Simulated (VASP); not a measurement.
# Au: energy against strain

Au (fcc, Fm-3m, 16.632 Å³/atom and stress up to 0.02 GPa in the relaxed cell, cube axes along x, y and z) under an equal strain ε along x and y, with z held. LDA in VASP (plane waves, PAW), 480 eV, 18×18×18 Γ-centred mesh, Methfessel-Paxton smearing 0.10 eV.

Here s stands for strain and y for E less E0.

| strain (%) | E less E0 (meV/atom) |
|---|---|
| -1.50 | 10.08 |
| -1.00 | 4.46 |
| -0.50 | 1.15 |
| 0.00 | 0.00 |
| 0.50 | 0.87 |
| 1.00 | 3.69 |
| 1.50 | 8.37 |
| 3.00 | ? |

**Question.** Fit y against s with a parabola, and predict the withheld value at s = 3.00.

**Answer.** Least squares gives y = -0.016 - 0.4964·s + 4.1043·s². Residuals (row less fit): 0.117, -0.125, -0.108, 0.016, 0.108, 0.098, -0.104; standard error 0.135 (degrees of freedom: 4). Twice the quadratic coefficient over the volume, 2 × 4.1043 meV × 10⁴ × 0.1602 / 16.632 Å³, is the elastic constants 2(C11 + C12) = about 790 GPa. At the withheld row, y = -0.016 - 0.4964 × 3.0 + 4.1043 × 3.0² = 35.434 meV/atom. The calculation gives 32.57 meV/atom, 2.864 meV/atom below the prediction (8.8 % of the range of y in the table). The row lies outside the fitted rows, so this is an extrapolation. From the scatter of the fitted rows alone, a prediction at this place has a standard error of 0.518 meV/atom, so the miss is 5.5 times that.

A polynomial of degree 3 through the 12 other runs of the series gives 32.37 there, so most of the miss is curvature that the fit leaves out. In a metal these values are sensitive to mesh and smearing; energies are taken to zero smearing, stresses follow the free energy. Spin-orbit coupling is left out, which can shift these values for the heavy elements here. Rows are the converged runs of the series near zero and its far end; series whose fitted rows scatter by over a few per cent of the range, as at a crossing or softening among them, aren't shown in this form, nor equations of state whose B0' disagrees with the runs' pressures. Most that stay on the fit to the last digits aren't either.
